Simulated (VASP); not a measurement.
Output of a VASP run:

File OSZICAR:
```
...
DAV:   6    -0.223351507894E+02   -0.38520E-04   -0.27094E-05  2896   0.422E-02    0.218E-02
DAV:   7    -0.223351533554E+02   -0.25660E-05   -0.81335E-06  3700   0.372E-02    0.127E-03
DAV:   8    -0.223351534212E+02   -0.65763E-07   -0.15672E-07  2364   0.345E-03
   2 F= -.21499436E+02 E0= -.21499058E+02  d E =0.101906E+00
       N       E                     dE             d eps       ncg     rms          rms(c)
DAV:   1    -0.226286905512E+02   -0.29354E+00   -0.40665E+00  2880   0.172E+01    0.520E+00
DAV:   2    -0.225107758063E+02    0.11791E+00   -0.13201E-01  2932   0.375E+00    0.230E+00
DAV:   3    -0.224862116595E+02    0.24564E-01   -0.86306E-02  3536   0.292E+00    0.221E-01
DAV:   4    -0.224868654966E+02   -0.65384E-03   -0.24793E-03  2908   0.392E-01    0.132E-01
DAV:   5    -0.224869480825E+02   -0.82586E-04   -0.21077E-04  3516   0.145E-01    0.265E-02
DAV:   6    -0.224869646036E+02   -0.16521E-04   -0.14496E-05  2908   0.386E-02    0.117E-02
DAV:   7    -0.224869645504E+02    0.53202E-07   -0.18818E-06  3448   0.166E-02    0.161E-03
DAV:   8    -0.224869644699E+02    0.80436E-07   -0.19194E-08  1472   0.150E-03
   3 F= -.21606494E+02 E0= -.21606049E+02  d E =-.515145E-02
       N       E                     dE             d eps       ncg     rms          rms(c)
DAV:   1    -0.224867634246E+02    0.20113E-03   -0.83763E-05  2896   0.786E-02    0.228E-02
DAV:   2    -0.224867611569E+02    0.22677E-05   -0.31418E-06  2928   0.183E-02    0.969E-03
DAV:   3    -0.224867611913E+02   -0.34455E-07   -0.16300E-06  3508   0.127E-02    0.919E-04
DAV:   4    -0.224867612263E+02   -0.34944E-07   -0.37631E-08  1444   0.153E-03
   4 F= -.21606497E+02 E0= -.21606053E+02  d E =-.515462E-02
       N       E                     dE             d eps       ncg     rms          rms(c)
DAV:   1    -0.224865566665E+02    0.20452E-03   -0.84414E-05  2888   0.788E-02    0.229E-02
DAV:   2    -0.224865543954E+02    0.22711E-05   -0.31646E-06  2944   0.185E-02    0.966E-03
DAV:   3    -0.224865544375E+02   -0.42137E-07   -0.16362E-06  3552   0.128E-02    0.940E-04
DAV:   4    -0.224865544765E+02   -0.38954E-07   -0.38067E-08  1452   0.153E-03
   5 F= -.21606496E+02 E0= -.21606052E+02  d E =-.515370E-02
       N       E                     dE             d eps       ncg     rms          rms(c)
DAV:   1    -0.224875477775E+02   -0.99334E-03   -0.77569E-03  2896   0.772E-01    0.107E-01
DAV:   2    -0.224874441493E+02    0.10363E-03   -0.99564E-05  3480   0.131E-01    0.484E-02
DAV:   3    -0.224874155914E+02    0.28558E-04   -0.67113E-05  3140   0.775E-02    0.817E-03
DAV:   4    -0.224874158515E+02   -0.26007E-06   -0.27718E-06  2948   0.187E-02    0.291E-03
DAV:   5    -0.224874157776E+02    0.73872E-07   -0.36758E-07  2900   0.462E-03
   6 F= -.21606462E+02 E0= -.21606020E+02  d E =0.340765E-04
       N       E                     dE             d eps       ncg     rms          rms(c)
DAV:   1    -0.224869222983E+02    0.49355E-03   -0.33981E-03  2896   0.511E-01    0.710E-02
DAV:   2    -0.224868794936E+02    0.42805E-04   -0.43783E-05  3484   0.865E-02    0.320E-02
DAV:   3    -0.224868693765E+02    0.10117E-04   -0.29210E-05  3148   0.511E-02    0.535E-03
DAV:   4    -0.224868694083E+02   -0.31750E-07   -0.12081E-06  2944   0.123E-02    0.187E-03
DAV:   5    -0.224868694779E+02   -0.69630E-07   -0.15023E-07  1640   0.303E-03
   7 F= -.21606509E+02 E0= -.21606065E+02  d E =-.126831E-04
```

### OUTCAR
```
------------------------ aborting loop because EDIFF is reached ----------------------------------------
  FORCE on cell =-STRESS in cart. coord.  units (eV):
  Direction    XX          YY          ZZ          XY          YZ          ZX
  --------------------------------------------------------------------------------------
  Total        0.8639587      0.8639584      0.8823453      0.0000000      0.0000000      0.0000000
  in kB       49.0684707     49.0684556     50.1127386      0.0000000      0.0000000      0.0000000
  external PRESSURE =      -0.5834451 kB  Pullay stress =      50.0000000 kB
  volume of cell :       28.21
      direct lattice vectors                 reciprocal lattice vectors
     1.372051833 -2.376463120  0.000000000     0.364417720 -0.210396701  0.000000000
     1.372051833  2.376463120  0.000000000     0.364417720  0.210396701  0.000000000
    -0.000000000  0.000000000  4.325829999    -0.000000000  0.000000000  0.231169510
 POSITION                                       TOTAL-FORCE (eV/Angst)
 -----------------------------------------------------------------------------------
      1.37205      0.79216      1.08146        -0.000000     -0.000000      0.000000
      1.37205     -0.79216      3.24437         0.000000      0.000000      0.000000
 -----------------------------------------------------------------------------------
    total drift:                               -0.000001      0.000023     -0.000020
  FREE ENERGIE OF THE ION-ELECTRON SYSTEM (eV)
  ---------------------------------------------------
  free  energy   TOTEN  =       -22.4868694779 eV

  energy  without entropy=      -22.4855385201  energy(sigma->0) =      -22.48642583
  enthalpy is  TOTEN    =       -21.6065091516 eV   P V=        0.8803603263

 reached required accuracy - stopping structural energy minimisation
```
(Selected blocks of OUTCAR.)

POSCAR:
```
Os
1
    1.3775670400    -2.3860157420     0.0000000000
    1.3775670400     2.3860157420     0.0000000000
    0.0000000000     0.0000000000     4.3411551170
Os
2
Direct
  0.3333330000   0.6666670000   0.2500000000
  0.6666670000   0.3333330000   0.7500000000
```

**Question.** Write an INCAR and KPOINTS that could have produced this output.

**Answer.** One answer among several that fit: the input of the run itself, PBE GGA, plane waves, VASP's PBE PAW potentials (set 64).

File KPOINTS:
```
Regular mesh
0
G
14 14 8
```

INCAR:
```
SYSTEM=Os
PREC=Accurate; ENCUT=480; LREAL=.FALSE.
LASPH=.TRUE.
EDIFF=1E-7; NELM=100; ALGO=Normal
LMAXMIX=6
ISMEAR=1; SIGMA=0.1
GGA=PE
IBRION=2; NSW=40; ISIF=3
EDIFFG=-0.01; PSTRESS=50
LWAVE=.FALSE.; LCHARG=.FALSE.
```

POTCAR, in this order: Os (PBE.64 set). Program: vasp_std.

The compound is Os in the hcp structure. This run relaxes it under an external pressure of 5 GPa. Symmetry was kept, so distortions that lower it aren't found.
